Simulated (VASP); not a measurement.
These are PBE GGA, VASP's PBE PAW potentials (set 64) (plane waves; VASP 6.6.1) values and carry that method's errors.

Input for VASP

**INCAR**
```
SYSTEM = Tm
PREC = Accurate
ENCUT = 400
EDIFF = 1E-6
NELM = 100
ALGO = Normal
LREAL = .FALSE.
LASPH = .TRUE.
ISMEAR = 1
SIGMA = 0.1
GGA = PE
LMAXMIX = 6
LWAVE = .FALSE.
LCHARG = .FALSE.
ISIF = 2
```

### POSCAR
```
Tm
1
    1.7841230000    -3.1452920000     0.0000000000
    1.7841230000     3.1452920000     0.0000000000
    0.0000000000     0.0000000000     5.4315560000
Tm
2
Direct
  0.3333330000   0.6666670000   0.2500000000
  0.6920190000   0.3586850000   0.7500000000
```

File KPOINTS:
```
Automatic mesh
0
Monkhorst Pack
  4 4 2
0 0 0
```

POTCAR, in this order: Tm_3 (PBE.64 set). Program: vasp_std.

The 4f electrons are frozen in the core of the lanthanide potential, so 4f levels, which can set the real gap, and their magnetism are missing. Gaps are read on the run's mesh, which can miss a band edge.

Question: Estimate the energy per atom (σ→0), largest force, band gap (on the k-mesh).

Answer: 
```json
{
 "energy per atom (σ→0)": "-4.473 eV/atom",
 "band gap (on the k-mesh)": "none (metal, semimetal or under 0.01 eV)",
 "largest_force": "0.085 eV/Å"
}
```

### OSZICAR
```
...
DAV:   5    -0.894046910538E+01   -0.68569E-03   -0.68560E-03   294   0.593E-01    0.230E+01
DAV:   6    -0.893503095097E+01    0.54382E-02   -0.32360E-02   322   0.215E+00    0.137E+01
DAV:   7    -0.894717483631E+01   -0.12144E-01   -0.57663E-02   317   0.279E+00    0.383E-01
DAV:   8    -0.894693269148E+01    0.24214E-03   -0.32558E-03   268   0.519E-01    0.794E-02
DAV:   9    -0.894695088634E+01   -0.18195E-04   -0.24702E-04   342   0.163E-01    0.316E-02
DAV:  10    -0.894694417886E+01    0.67075E-05   -0.23758E-05   287   0.446E-02    0.369E-02
DAV:  11    -0.894694496225E+01   -0.78338E-06   -0.23311E-06   203   0.152E-02
   1 F= -.89469450E+01 E0= -.89466146E+01  d E =-.991026E-03
```

The compound is Tm in the hcp structure. The cell was not relaxed at this level, atoms are displaced from their ideal sites. The k-mesh is coarse (spacing up to 0.58 per Å, 2π included), so the numbers may not be converged in it. The run is one of a series of settings (KPOINTS 4×4×2 Monkhorst-Pack mesh against the base run), some of them coarse on purpose.
